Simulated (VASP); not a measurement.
# From one sheet to two: 1T-CaI2 monolayer, part 7 of 8

Aim: relax 1T-CaI2 monolayer, place its levels against the vacuum, then find how two sheets stack and bind.

VASP 6.6.1, plane waves and PAW; the level of theory is named at each step.

So far. Step 12 (A rigid stacking): Energy at zero smearing: -121.77600 eV.

## (13) Relaxing the bilayer

Level of this step: r2SCAN with rVV10; plane waves and PAW (Ca_pv, I) (VASP).

The lowest stacking relaxes at the monolayer's lattice.

INCAR

```
SYSTEM = CaI2
PREC = Normal
ENCUT = 350
EDIFF = 1E-07
NELM = 120
ISMEAR = 0
SIGMA = 0.03
LREAL = .FALSE.
ALGO = Normal
METAGGA = R2SCAN
LUSE_VDW = .TRUE.
IVDW_NL = 2
BPARAM = 11.95
CPARAM = 0.0093
LASPH = .TRUE.
NBANDS = 28
LORBIT = 11
LWAVE = .FALSE.
LCHARG = .FALSE.
KPAR = 4
IBRION = 2
NSW = 70
ISIF = 2
EDIFFG = -0.004
POTIM = 0.8
MAXMIX = 40
IDIPOL = 3
LDIPOL = .TRUE.
DIPOL = 0.5 0.5 0.5
```

POSCAR

```
CaI2
1.0
    4.4706327046      0.0000000000      0.0000000000
   -2.2353163523      3.8716814932      0.0000000000
    0.0000000000      0.0000000000     27.2387535912
Ca I
2 4
Direct
    0.0000000000      0.0000000000      0.3775755900
    0.0000000000      0.0000000000      0.6224244100
    0.3333333300      0.6666666700      0.3120553900
    0.6666666700      0.3333333300      0.4430957800
    0.3333333300      0.6666666700      0.5569042200
    0.6666666700      0.3333333300      0.6879446100
```

KPOINTS

```
Automatic mesh
0
Gamma
9 9 1
0 0 0
```

Potentials, in the order of the species: Ca_pv and I (PBE family, release 64).

Launch:

```bash
$ mpirun -np 4 vasp_std
```

The program printed:

```text
[... set-up lines as in an earlier step ...]
 entering main loop
       N       E                     dE             d eps       ncg     rms          rms(c)
Total rVV10 correction in eV:      1.4520946    55.9611855
Total rVV10 correction in eV:      1.4520946    55.9611855
Total rVV10 correction in eV:      1.4520946    55.9611855
Total rVV10 correction in eV:      1.4520946    55.9611855
[... 5 cycles as in an earlier step ...]
Total rVV10 correction in eV:      1.4722295    55.9622726
Total rVV10 correction in eV:      1.4722295    55.9622726
Total rVV10 correction in eV:      1.4722295    55.9622726
Total rVV10 correction in eV:      1.4722295    55.9622726
[... 1 cycle as in an earlier step ...]
Total rVV10 correction in eV:      1.5145088    55.9628798
Total rVV10 correction in eV:      1.5145088    55.9628798
Total rVV10 correction in eV:      1.5145088    55.9628798
Total rVV10 correction in eV:      1.5145088    55.9628798
[... 1 cycle as in an earlier step ...]
Total rVV10 correction in eV:      1.5177460    55.9625947
Total rVV10 correction in eV:      1.5177460    55.9625947
Total rVV10 correction in eV:      1.5177460    55.9625947
Total rVV10 correction in eV:      1.5177460    55.9625947
[... 1 cycle as in an earlier step ...]
Total rVV10 correction in eV:      1.5218148    55.9625653
Total rVV10 correction in eV:      1.5218148    55.9625653
Total rVV10 correction in eV:      1.5218148    55.9625653
Total rVV10 correction in eV:      1.5218148    55.9625653
[... 1 cycle as in an earlier step ...]
Total rVV10 correction in eV:      1.5303301    55.9622591
Total rVV10 correction in eV:      1.5303301    55.9622591
Total rVV10 correction in eV:      1.5303301    55.9622591
Total rVV10 correction in eV:      1.5303301    55.9622591
[... 1 cycle as in an earlier step ...]
Total rVV10 correction in eV:      1.5341128    55.9621772
Total rVV10 correction in eV:      1.5341128    55.9621772
Total rVV10 correction in eV:      1.5341128    55.9621772
Total rVV10 correction in eV:      1.5341128    55.9621772
[... 1 cycle as in an earlier step ...]
Total rVV10 correction in eV:      1.5347219    55.9619787
Total rVV10 correction in eV:      1.5347219    55.9619787
Total rVV10 correction in eV:      1.5347219    55.9619787
Total rVV10 correction in eV:      1.5347219    55.9619787
[... 1 cycle as in an earlier step ...]
Total rVV10 correction in eV:      1.5358040    55.9616233
Total rVV10 correction in eV:      1.5358040    55.9616233
Total rVV10 correction in eV:      1.5358040    55.9616233
Total rVV10 correction in eV:      1.5358040    55.9616233
DAV:  13    -0.121778851676E+03   -0.60587E-03   -0.20485E-04   824   0.668E-02    0.140E-02
Total rVV10 correction in eV:      1.5361715    55.9614394
Total rVV10 correction in eV:      1.5361715    55.9614394
Total rVV10 correction in eV:      1.5361715    55.9614394
Total rVV10 correction in eV:      1.5361715    55.9614394
DAV:  14    -0.121779090070E+03   -0.23839E-03   -0.30672E-05   892   0.253E-02    0.299E-02
Total rVV10 correction in eV:      1.5363919    55.9611947
Total rVV10 correction in eV:      1.5363919    55.9611947
Total rVV10 correction in eV:      1.5363919    55.9611947
Total rVV10 correction in eV:      1.5363919    55.9611947
DAV:  15    -0.121779481676E+03   -0.39161E-03   -0.57836E-05   816   0.333E-02    0.161E-02
Total rVV10 correction in eV:      1.5363974    55.9611648
Total rVV10 correction in eV:      1.5363974    55.9611648
Total rVV10 correction in eV:      1.5363974    55.9611648
Total rVV10 correction in eV:      1.5363974    55.9611648
DAV:  16    -0.121779583513E+03   -0.10184E-03   -0.82298E-06   852   0.143E-02    0.655E-03
Total rVV10 correction in eV:      1.5363872    55.9611647
Total rVV10 correction in eV:      1.5363872    55.9611647
Total rVV10 correction in eV:      1.5363872    55.9611647
Total rVV10 correction in eV:      1.5363872    55.9611647
DAV:  17    -0.121779600520E+03   -0.17006E-04   -0.59175E-07   732   0.555E-03    0.527E-03
Total rVV10 correction in eV:      1.5363376    55.9611647
Total rVV10 correction in eV:      1.5363376    55.9611647
Total rVV10 correction in eV:      1.5363376    55.9611647
Total rVV10 correction in eV:      1.5363376    55.9611647
DAV:  18    -0.121779672773E+03   -0.72253E-04   -0.86938E-06   772   0.147E-02    0.641E-03
Total rVV10 correction in eV:      1.5363127    55.9611648
Total rVV10 correction in eV:      1.5363127    55.9611648
Total rVV10 correction in eV:      1.5363127    55.9611648
Total rVV10 correction in eV:      1.5363127    55.9611648
DAV:  19    -0.121779678830E+03   -0.60572E-05   -0.13386E-06   852   0.627E-03    0.623E-03
Total rVV10 correction in eV:      1.5363082    55.9611649
Total rVV10 correction in eV:      1.5363082    55.9611649
Total rVV10 correction in eV:      1.5363082    55.9611649
Total rVV10 correction in eV:      1.5363082    55.9611649
DAV:  20    -0.121779677305E+03    0.15252E-05   -0.48562E-07   676   0.526E-03    0.635E-03
Total rVV10 correction in eV:      1.5363069    55.9611649
Total rVV10 correction in eV:      1.5363069    55.9611649
Total rVV10 correction in eV:      1.5363069    55.9611649
Total rVV10 correction in eV:      1.5363069    55.9611649
DAV:  21    -0.121779679109E+03   -0.18039E-05   -0.18326E-07   680   0.301E-03    0.465E-03
Total rVV10 correction in eV:      1.5363051    55.9611711
Total rVV10 correction in eV:      1.5363051    55.9611711
Total rVV10 correction in eV:      1.5363051    55.9611711
Total rVV10 correction in eV:      1.5363051    55.9611711
DAV:  22    -0.121779684443E+03   -0.53344E-05   -0.99155E-07   636   0.692E-03    0.349E-03
Total rVV10 correction in eV:      1.5363045    55.9611756
Total rVV10 correction in eV:      1.5363045    55.9611756
Total rVV10 correction in eV:      1.5363045    55.9611756
Total rVV10 correction in eV:      1.5363045    55.9611756
DAV:  23    -0.121779686819E+03   -0.23758E-05   -0.25916E-07   648   0.396E-03    0.322E-03
Total rVV10 correction in eV:      1.5363014    55.9611759
Total rVV10 correction in eV:      1.5363014    55.9611759
Total rVV10 correction in eV:      1.5363014    55.9611759
Total rVV10 correction in eV:      1.5363014    55.9611759
DAV:  24    -0.121779690769E+03   -0.39501E-05   -0.59676E-07   632   0.606E-03    0.169E-03
Total rVV10 correction in eV:      1.5363000    55.9611767
Total rVV10 correction in eV:      1.5363000    55.9611767
Total rVV10 correction in eV:      1.5363000    55.9611767
Total rVV10 correction in eV:      1.5363000    55.9611767
DAV:  25    -0.121779692069E+03   -0.12999E-05   -0.16253E-07   656   0.275E-03    0.185E-03
Total rVV10 correction in eV:      1.5362990    55.9611753
[...]
Total rVV10 correction in eV:      1.5371571    55.9612138
Total rVV10 correction in eV:      1.5371571    55.9612138
DAV:   2    -0.121784654798E+03   -0.27789E-02   -0.19503E-02   888   0.876E-01    0.384E-01
Total rVV10 correction in eV:      1.5372420    55.9615216
Total rVV10 correction in eV:      1.5372420    55.9615216
Total rVV10 correction in eV:      1.5372420    55.9615216
Total rVV10 correction in eV:      1.5372420    55.9615216
DAV:   3    -0.121784625746E+03    0.29051E-04   -0.75567E-04   880   0.180E-01    0.255E-01
Total rVV10 correction in eV:      1.5370432    55.9616254
Total rVV10 correction in eV:      1.5370432    55.9616254
Total rVV10 correction in eV:      1.5370432    55.9616254
Total rVV10 correction in eV:      1.5370432    55.9616254
DAV:   4    -0.121784441155E+03    0.18459E-03   -0.33446E-04   756   0.928E-02    0.679E-02
Total rVV10 correction in eV:      1.5369179    55.9616032
Total rVV10 correction in eV:      1.5369179    55.9616032
Total rVV10 correction in eV:      1.5369179    55.9616032
Total rVV10 correction in eV:      1.5369179    55.9616032
DAV:   5    -0.121784439580E+03    0.15744E-05   -0.10590E-04   836   0.572E-02    0.925E-02
Total rVV10 correction in eV:      1.5369670    55.9615613
Total rVV10 correction in eV:      1.5369670    55.9615613
Total rVV10 correction in eV:      1.5369670    55.9615613
Total rVV10 correction in eV:      1.5369670    55.9615613
DAV:   6    -0.121784497759E+03   -0.58178E-04   -0.16289E-05   972   0.320E-02    0.391E-02
Total rVV10 correction in eV:      1.5370043    55.9612595
Total rVV10 correction in eV:      1.5370043    55.9612595
Total rVV10 correction in eV:      1.5370043    55.9612595
Total rVV10 correction in eV:      1.5370043    55.9612595
DAV:   7    -0.121784639718E+03   -0.14196E-03   -0.28825E-05   716   0.324E-02    0.694E-03
Total rVV10 correction in eV:      1.5369760    55.9612048
Total rVV10 correction in eV:      1.5369760    55.9612048
Total rVV10 correction in eV:      1.5369760    55.9612048
Total rVV10 correction in eV:      1.5369760    55.9612048
DAV:   8    -0.121784649376E+03   -0.96577E-05   -0.41922E-06   856   0.136E-02    0.341E-03
Total rVV10 correction in eV:      1.5369680    55.9611919
Total rVV10 correction in eV:      1.5369680    55.9611919
Total rVV10 correction in eV:      1.5369680    55.9611919
Total rVV10 correction in eV:      1.5369680    55.9611919
DAV:   9    -0.121784650906E+03   -0.15299E-05   -0.41187E-07   748   0.488E-03    0.212E-03
Total rVV10 correction in eV:      1.5369662    55.9611813
Total rVV10 correction in eV:      1.5369662    55.9611813
Total rVV10 correction in eV:      1.5369662    55.9611813
Total rVV10 correction in eV:      1.5369662    55.9611813
DAV:  10    -0.121784652041E+03   -0.11348E-05   -0.43229E-07   652   0.543E-03    0.894E-04
Total rVV10 correction in eV:      1.5369673    55.9611712
Total rVV10 correction in eV:      1.5369673    55.9611712
Total rVV10 correction in eV:      1.5369673    55.9611712
Total rVV10 correction in eV:      1.5369673    55.9611712
DAV:  11    -0.121784652940E+03   -0.89938E-06   -0.19894E-07   636   0.363E-03    0.176E-03
Total rVV10 correction in eV:      1.5369675    55.9611685
Total rVV10 correction in eV:      1.5369675    55.9611685
Total rVV10 correction in eV:      1.5369675    55.9611685
Total rVV10 correction in eV:      1.5369675    55.9611685
DAV:  12    -0.121784652762E+03    0.17788E-06   -0.11282E-07   568   0.285E-03    0.188E-03
Total rVV10 correction in eV:      1.5369673    55.9611679
Total rVV10 correction in eV:      1.5369673    55.9611679
Total rVV10 correction in eV:      1.5369673    55.9611679
Total rVV10 correction in eV:      1.5369673    55.9611679
DAV:  13    -0.121784652673E+03    0.88828E-07   -0.16041E-07   580   0.332E-03
Total rVV10 correction in eV:      1.5369658    55.9611683
Total rVV10 correction in eV:      1.5369658    55.9611683
Total rVV10 correction in eV:      1.5369658    55.9611683
Total rVV10 correction in eV:      1.5369658    55.9611683
Total rVV10 correction in eV:      1.5369668    55.9611682
Total rVV10 correction in eV:      1.5369668    55.9611682
Total rVV10 correction in eV:      1.5369668    55.9611682
Total rVV10 correction in eV:      1.5369668    55.9611682
   2 F= -.12178465E+03 E0= -.12178465E+03  d E =-.495899E-02
[... from here on, the cycles between the ionic steps are left out ...]
   3 F= -.12178874E+03 E0= -.12178874E+03  d E =-.905104E-02
   4 F= -.12178888E+03 E0= -.12178888E+03  d E =-.918176E-02
   5 F= -.12179139E+03 E0= -.12179139E+03  d E =-.251869E-02
   6 F= -.12179209E+03 E0= -.12179209E+03  d E =-.321903E-02
   7 F= -.12179189E+03 E0= -.12179189E+03  d E =-.301281E-02
   8 F= -.12179222E+03 E0= -.12179222E+03  d E =-.334014E-02
   9 F= -.12179462E+03 E0= -.12179462E+03  d E =-.240610E-02
  10 F= -.12180108E+03 E0= -.12180108E+03  d E =-.886747E-02
  11 F= -.12180751E+03 E0= -.12180751E+03  d E =-.152975E-01
  12 F= -.12180573E+03 E0= -.12180573E+03  d E =-.135177E-01
  13 F= -.12180980E+03 E0= -.12180980E+03  d E =-.175855E-01
  14 F= -.12181021E+03 E0= -.12181021E+03  d E =-.410515E-03
  15 F= -.12181041E+03 E0= -.12181041E+03  d E =-.613113E-03
  16 F= -.12181037E+03 E0= -.12181037E+03  d E =0.436512E-04
  17 F= -.12181054E+03 E0= -.12181054E+03  d E =-.126356E-03
  18 F= -.12181054E+03 E0= -.12181054E+03  d E =-.126128E-03
  19 F= -.12181056E+03 E0= -.12181056E+03  d E =-.177227E-04
  20 F= -.12181056E+03 E0= -.12181056E+03  d E =-.191818E-04
 curvature:  -1.22 expect dE=-0.374E-05 dE for cont linesearch -0.144E-06
 ZBRENT: interpolating
 opt :   2.4614  next Energy=  -121.810560 (dE=-0.193E-04)
 bond charge predicted
       N       E                     dE             d eps       ncg     rms          rms(c)
Total rVV10 correction in eV:      1.5591241    55.9611761
Total rVV10 correction in eV:      1.5591241    55.9611761
Total rVV10 correction in eV:      1.5591241    55.9611761
Total rVV10 correction in eV:      1.5591241    55.9611761
DAV:   1    -0.121810558996E+03    0.52705E-06   -0.56215E-05   728   0.384E-02    0.291E-03
Total rVV10 correction in eV:      1.5591261    55.9611764
Total rVV10 correction in eV:      1.5591261    55.9611764
Total rVV10 correction in eV:      1.5591261    55.9611764
Total rVV10 correction in eV:      1.5591261    55.9611764
DAV:   2    -0.121810559400E+03   -0.40334E-06   -0.32582E-06   852   0.127E-02    0.743E-04
Total rVV10 correction in eV:      1.5591261    55.9611765
Total rVV10 correction in eV:      1.5591261    55.9611765
Total rVV10 correction in eV:      1.5591261    55.9611765
Total rVV10 correction in eV:      1.5591261    55.9611765
DAV:   3    -0.121810559277E+03    0.12240E-06   -0.18603E-07   544   0.318E-03    0.167E-04
Total rVV10 correction in eV:      1.5591261    55.9611764
Total rVV10 correction in eV:      1.5591261    55.9611764
Total rVV10 correction in eV:      1.5591261    55.9611764
Total rVV10 correction in eV:      1.5591261    55.9611764
DAV:   4    -0.121810559384E+03   -0.10701E-06   -0.46887E-08   460   0.211E-03    0.233E-04
Total rVV10 correction in eV:      1.5591261    55.9611765
Total rVV10 correction in eV:      1.5591261    55.9611765
Total rVV10 correction in eV:      1.5591261    55.9611765
Total rVV10 correction in eV:      1.5591261    55.9611765
DAV:   5    -0.121810559403E+03   -0.18858E-07   -0.18193E-08   412   0.121E-03
Total rVV10 correction in eV:      1.5591262    55.9611761
Total rVV10 correction in eV:      1.5591262    55.9611761
Total rVV10 correction in eV:      1.5591262    55.9611761
Total rVV10 correction in eV:      1.5591262    55.9611761
Total rVV10 correction in eV:      1.5591260    55.9611764
Total rVV10 correction in eV:      1.5591260    55.9611764
Total rVV10 correction in eV:      1.5591260    55.9611764
Total rVV10 correction in eV:      1.5591260    55.9611764
  21 F= -.12181056E+03 E0= -.12181056E+03  d E =-.190692E-04
 curvature:  -1.34 expect dE=-0.290E-05 dE for cont linesearch -0.780E-09
 trial: gam= 0.16927 g(F)=  0.216E-05 g(S)=  0.000E+00 ort = 0.879E-07 (trialstep = 0.318E+01)
 search vector abs. value=  0.257E-05
 reached required accuracy - stopping structural energy minimisation
```

The job ended after 23 min (4 MPI ranks of Intel Xeon 6975P-C (Granite Rapids), shared host; peak memory 1.8 GiB; 89 min of CPU time).

OUTCAR, selected parts (step 13):

```text
   NELECT =      44.0000    total number of electrons

 E-fermi :  -2.7173

 k-point     1 :       0.0000    0.0000    0.0000
  band No.  band energies     occupation
    ...
     18      -2.9254      2.00000
     19      -2.9151      2.00000
     20      -2.9151      2.00000
     21      -2.8501      2.00000
     22      -2.8500      2.00000
     23       2.2516      0.00000
     24       2.2567      0.00000
     25       2.2990      0.00000
     26       2.2992      0.00000
     27       2.3252      0.00000
    ...

  Total        0.0865733      0.0865733     -0.0560656     -0.0000000     -0.0000000      0.0000000
  in kB        0.2941974      0.2941974     -0.1905248     -0.0000000     -0.0000000      0.0000000
  external PRESSURE =       0.1326233 kB  Pullay stress =       0.0000000 kB

 POSITION                                       TOTAL-FORCE (eV/Angst)
 -----------------------------------------------------------------------------------
     -0.00000      0.00000     10.10256        -0.000000      0.000000      0.003352
      0.00000      0.00000     17.13620        -0.000000     -0.000000     -0.003352
     -0.00000      2.58112      8.32215        -0.000000      0.000000      0.001159
      2.23532      1.29056     11.88306         0.000000     -0.000000      0.001183
     -0.00000      2.58112     15.35569        -0.000000      0.000000     -0.001183
      2.23532      1.29056     18.91660         0.000000     -0.000000     -0.001159
 -----------------------------------------------------------------------------------
    total drift:                               -0.000000     -0.000000     -0.000000

  FREE ENERGIE OF THE ION-ELECTRON SYSTEM (eV)
  ---------------------------------------------------
  free  energy   TOTEN  =      -121.8105594031 eV

  energy  without entropy=     -121.8105594031  energy(sigma->0) =     -121.81055940

 vacuum level on the upper side and lower side of the slab         4.183         4.183

[... 10 parts as in an earlier step ...]

[... 9 further parts left out ...]
```

Step by step:

```csv
step,energy less that of the first step (eV),largest force (eV/Å)
1,0.0000,0.1931
2,-0.0050,0.1261
3,-0.0091,0.1101
4,-0.0092,0.1207
5,-0.0117,0.0686
6,-0.0124,0.0977
7,-0.0122,0.1568
8,-0.0125,0.1203
9,-0.0149,0.1108
10,-0.0214,0.0853
11,-0.0278,0.0226
12,-0.0260,0.0933
13,-0.0301,0.0349
14,-0.0305,0.0467
15,-0.0307,0.0217
16,-0.0307,0.0309
17,-0.0308,0.0086
18,-0.0308,0.0085
19,-0.0309,0.0059
20,-0.0309,0.0042
21,-0.0309,0.0034
```

The atoms that moved most (Å):

```
atom     dx     dy      dz  length
  I5  0.000  0.000   0.186   0.186
  I4  0.000  0.000  -0.186   0.186
 Ca1  0.000  0.000  -0.182   0.182
 Ca2  0.000  0.000   0.182   0.182
  I6  0.000  0.000   0.178   0.178
  I3  0.000  0.000  -0.178   0.178
```

Final coordinates:

```cif
data_structure
_symmetry_space_group_name_H-M 'P 1'
_symmetry_Int_Tables_number 1
_cell_length_a 4.4706
_cell_length_b 4.4706
_cell_length_c 27.2388
_cell_angle_alpha 90.000
_cell_angle_beta 90.000
_cell_angle_gamma 120.000
_cell_volume 471.47
loop_
_atom_site_label
_atom_site_type_symbol
_atom_site_fract_x
_atom_site_fract_y
_atom_site_fract_z
_atom_site_occupancy
Ca1 Ca 0.00000 0.00000 0.37089 1
Ca2 Ca 0.00000 0.00000 0.62911 1
I3 I 0.33333 0.66667 0.30553 1
I4 I 0.66667 0.33333 0.43626 1
I5 I 0.33333 0.66667 0.56374 1
I6 I 0.66667 0.33333 0.69447 1
```

This step gave:

* electronic cycles: 260
* free energy (TOTEN): -121.8106 eV
* Fermi energy: -2.717 eV
* dipole moment: 0, 0, 0 e·Å
* gap on the k-mesh: 4.256 eV
* least direct gap on the k-mesh: 4.747 eV

The run ended after 21 ionic steps, 0.031 eV below its first step, once the forces on the free atoms met EDIFFG = -0.004.

[end of part 7 of 8]

[Lines on the potential files, build, host, timing and source positions are cut from VASP's logs without a mark.]

[Logs are printed without paths, hosts, clocks, repeated set-up lines and the standing remarks that a program may print on its own settings, such as how far it seeks lower states.]

[Hosts, paths, dates, database ids (printed as entryN), source tags and the programs' standing remarks are cut or masked in the printed files.]

[Runs that stopped without an error message from VASP are left out.]
